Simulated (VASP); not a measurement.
Input for VASP

### INCAR
```
! general
SYSTEM   =  BAs
PREC     =  Accurate
ENCUT    =  620
LREAL    =  .False.
LASPH    =  .True.

! electronic loop
EDIFF    =  1E-6
NELM     =  100
ALGO     =  Normal
LMAXMIX  =  4

! smearing
ISMEAR   =  1
SIGMA    =  0.1

! functional
GGA      =  PS

! ions
IBRION   =  2
NSW      =  40
ISIF     =  3
EDIFFG   =  -0.02
PSTRESS  =  100

! output
LWAVE    =  .False.
LCHARG   =  .False.
```

KPOINTS:
```
kpoints
0
G
11 11 6
0 0 0
```

File POSCAR:
```
BAs
1
    3.1580523448    -0.0000000000    -0.0000000000
   -1.5790261724     2.7349530997    -0.0000000000
   -0.0000000000     0.0000000000     5.2920996510
B As
2 2
Direct
  0.0000000000   0.0000000000   0.0000000000
  0.0000000000   0.0000000000   0.5000000000
  0.3333330000   0.6666670000   0.2500000000
  0.6666670000   0.3333330000   0.7500000000
```

POTCAR, in this order: B As (PBE.64 set). Program: vasp_std.

Q: Translate this PBEsol calculation to Quantum ESPRESSO's pw.x.

A: One equivalent input (not run):
```
&CONTROL
  calculation = 'vc-relax'
  pseudo_dir = './pseudo'
  outdir = './out'
  tprnfor = .true.
  tstress = .true.
  nstep = 40
  forc_conv_thr = 0.00078
/
&SYSTEM
  ibrav = 0
  nat = 4
  ntyp = 2
  ecutwfc = 84
  occupations = 'smearing'
  smearing = 'methfessel-paxton'
  degauss = 0.00735
  input_dft = 'pbesol'
/
&ELECTRONS
  conv_thr = 7.3e-08
  electron_maxstep = 100
/
&IONS
/
&CELL
  press = 100
/
ATOMIC_SPECIES
  B 10.810 B.upf
  As 74.922 As.upf
CELL_PARAMETERS angstrom
     3.1580523   -0.0000000   -0.0000000
    -1.5790262    2.7349531   -0.0000000
    -0.0000000    0.0000000    5.2920997
ATOMIC_POSITIONS crystal
  B    0.0000000  0.0000000  0.0000000
  B    0.0000000  0.0000000  0.5000000
  As   0.3333330  0.6666670  0.2500000
  As   0.6666670  0.3333330  0.7500000
K_POINTS automatic
  11 11 6 0 0 0
```
The two are equivalent in intent, not identical: the potentials are each code's own (VASP's PAW set, PseudoDojo norm-conserving files in pw.x), so ENCUT and ecutwfc are chosen apart and not converted; conv_thr bounds pw.x's estimated SCF error, while EDIFF bounds the energy change between steps; forc_conv_thr acts on force components and is met together with etot_conv_thr.

The structure was generated: BAs was put into the NiAs type type (P6_3/mmc), which need not be its known phase. It was relaxed first under an external pressure of 10 GPa.
